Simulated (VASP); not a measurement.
Data:

```
WP
1.0
    0.00000     2.47214     2.47214
    2.47214     0.00000     2.47214
    2.47214     2.47214     0.00000
W P
1 1
Direct
  0.00000   0.00000   0.00000
  0.50000   0.50000   0.50000
```

Computed with r2SCAN meta-GGA, VASP's PBE PAW potentials (set 64) (plane waves; VASP). Run with 400 eV cut-off, 14×14×14 Γ-centred mesh, tetrahedra with Blöchl corrections, potentials W_sv P.

Task: The job: WP (relaxed from the rock salt structure, space group Fm-3m), 2 atoms, r2SCAN, static run, 400 eV, 14×14×14 Γ-centred mesh. Roughly how much core time does it take on a busy server core?

Result: About 70 core-seconds (one run on a shared machine, a rough figure). It had 104 irreducible k-points, 13 bands, up to 568 plane waves and 20 electronic steps.

The structure was generated: WP was put into the rock salt type (Fm-3m), which need not be its known phase. It was relaxed first, which changed the volume by -38 %.
